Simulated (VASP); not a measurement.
All values below come from PBE GGA, VASP's PBE PAW potentials (set 64) (plane waves; VASP).

A VASP calculation is set up with these files.

### KPOINTS
```
Regular mesh
0
gamma
 6 6 1
```

INCAR:
```
EDIFF=1E-6
ENCUT=400
GGA=PE
ISMEAR=1   ! Methfessel-Paxton
LORBIT=11   ! lm-projected
LCHARG=.False.
IDIPOL=3
ALGO=Normal   ! blocked Davidson
LDIPOL=.True.
LASPH=.True.   ! aspherical one-centre terms
NELM=100   ! most electronic steps
PREC=Normal
NELMIN=4
DIPOL=0.5 0.5 0.5
SIGMA=0.1
LMAXMIX=6
LVHAR=.True.
LWAVE=.False.
SYSTEM=Ir16Cl
LREAL=.False.
```

**POSCAR**
```
Ir16Cl
1
    5.4755939291     0.0000000000     0.0000000000
    2.7377969646     4.7420032042     0.0000000000
    0.0000000000     0.0000000000    20.8222511960
Ir Cl
16 1
Direct
  0.0000000000   0.0000000000   0.3420637524
  0.4989817625   0.0020364749   0.3416224417
  0.0020364749   0.4989817625   0.3416224417
  0.4989817625   0.4989817625   0.3416224417
  0.1663721838   0.1663721838   0.4475804235
  0.6672566324   0.1663721838   0.4475804235
  0.1663721838   0.6672566324   0.4475804235
  0.6666670000   0.6666670000   0.4458749384
  0.8341024346   0.3317941309   0.5538456846
  0.3333330000   0.3333330000   0.5530448619
  0.8341024346   0.8341024346   0.5538456846
  0.3317941309   0.8341024346   0.5538456846
  0.0000000000   0.0000000000   0.6616850518
  0.4993543387   0.0012913226   0.6579232322
  0.0012913226   0.4993543387   0.6579232322
  0.4993543387   0.4993543387   0.6579232322
  0.0000000000   0.0000000000   0.7731200496
```

POTCAR, in this order: Ir Cl (PBE.64 set). Program: vasp_std. Read from the step before: WAVECAR.

Output

OSZICAR:
```
       N       E                     dE             d eps       ncg     rms          rms(c)
DAV:   1    -0.137346525320E+03   -0.13735E+03   -0.83163E-03  2512   0.470E-01    0.514E-01
DAV:   2    -0.138029360244E+03   -0.68283E+00   -0.20272E+00  2504   0.798E+00    0.772E+00
DAV:   3    -0.137340917584E+03    0.68844E+00   -0.16044E+00  2488   0.717E+00    0.230E-01
DAV:   4    -0.137344076496E+03   -0.31589E-02   -0.32756E-02  1868   0.573E-01    0.239E-01
DAV:   5    -0.137343780449E+03    0.29605E-03   -0.29025E-03  1896   0.322E-01    0.906E-02
DAV:   6    -0.137343699293E+03    0.81156E-04   -0.44784E-04  1908   0.121E-01    0.421E-02
DAV:   7    -0.137343686560E+03    0.12733E-04   -0.65750E-05  1942   0.396E-02    0.229E-02
DAV:   8    -0.137343686038E+03    0.52227E-06   -0.71112E-06  1524   0.140E-02
   1 F= -.13734369E+03 E0= -.13734345E+03  d E =-.704398E-03
```

OUTCAR:
```
------------------------ aborting loop because EDIFF is reached ----------------------------------------
  FORCE on cell =-STRESS in cart. coord.  units (eV):
  Direction    XX          YY          ZZ          XY          YZ          ZX
  --------------------------------------------------------------------------------------
  Total      -13.2002428    -13.2002415     -0.0332073     -0.0000000      0.0000000      0.0000000
  in kB      -39.1175588    -39.1175548     -0.0984065     -0.0000000      0.0000000      0.0000000
  external PRESSURE =     -26.1111734 kB  Pullay stress =       0.0000000 kB
  volume of cell :      540.66
      direct lattice vectors                 reciprocal lattice vectors
     5.475593929  0.000000000  0.000000000     0.182628590 -0.105440671  0.000000000
     2.737796965  4.742003204  0.000000000     0.000000000  0.210881342  0.000000000
     0.000000000  0.000000000 20.822251196     0.000000000  0.000000000  0.048025547
 POSITION                                       TOTAL-FORCE (eV/Angst)
 -----------------------------------------------------------------------------------
      0.00000      0.00000      7.12254        -0.000000      0.000000      0.013121
      2.73780      0.00966      7.11335         0.000000      0.008486     -0.001620
      1.37726      2.36617      7.11335         0.007349     -0.004243     -0.001620
      4.09833      2.36617      7.11335        -0.007349     -0.004243     -0.001620
      1.36648      0.78894      9.31963         0.006778      0.003913     -0.000537
      4.10912      0.78894      9.31963        -0.006778      0.003913     -0.000537
      2.73780      3.16413      9.31963        -0.000000     -0.007827     -0.000537
      5.47560      3.16134      9.28412        -0.000000      0.000000     -0.019327
      5.47559      1.57337     11.53231         0.000000      0.005760     -0.000404
      2.73779      1.58067     11.51564        -0.000000      0.000000     -0.000272
      6.85081      3.95532     11.53231        -0.004988     -0.002880     -0.000404
      4.10037      3.95532     11.53231         0.004988     -0.002880     -0.000404
      0.00000      0.00000     13.77777        -0.000000      0.000000      0.003902
      2.73780      0.00612     13.69944        -0.000000     -0.001490      0.007174
      1.37420      2.36794     13.69944        -0.001290      0.000745      0.007174
      4.10139      2.36794     13.69944         0.001290      0.000745      0.007174
      0.00000      0.00000     16.09810        -0.000000      0.000000     -0.011263
 -----------------------------------------------------------------------------------
    total drift:                               -0.000009     -0.000005      0.011424
  FREE ENERGIE OF THE ION-ELECTRON SYSTEM (eV)
  ---------------------------------------------------
  free  energy   TOTEN  =      -137.3436860378 eV

  energy  without entropy=     -137.3429816402  energy(sigma->0) =     -137.34345124

 total charge

# of ion       s       p       d       tot
------------------------------------------
    1        0.663   0.565   6.886   8.114
    2        0.664   0.566   6.880   8.110
    3        0.664   0.566   6.880   8.110
    4        0.664   0.566   6.880   8.110
    5        0.662   0.719   6.943   8.324
    6        0.662   0.719   6.943   8.324
    7        0.662   0.719   6.943   8.324
    8        0.657   0.710   6.951   8.318
    9        0.662   0.722   6.935   8.320
   10        0.666   0.727   6.948   8.340
   11        0.662   0.722   6.935   8.320
   12        0.662   0.722   6.935   8.320
   13        0.655   0.678   6.868   8.201
   14        0.658   0.555   6.920   8.134
   15        0.658   0.555   6.920   8.134
   16        0.658   0.555   6.920   8.134
   17        1.609   3.434   0.000   5.043
--------------------------------------------------
tot         12.188  13.803 110.688 136.679
```
(Selected blocks of OUTCAR.)

The cell is a thin slab with vacuum, built from Ir (fcc): (111) face, Cl adsorbed.
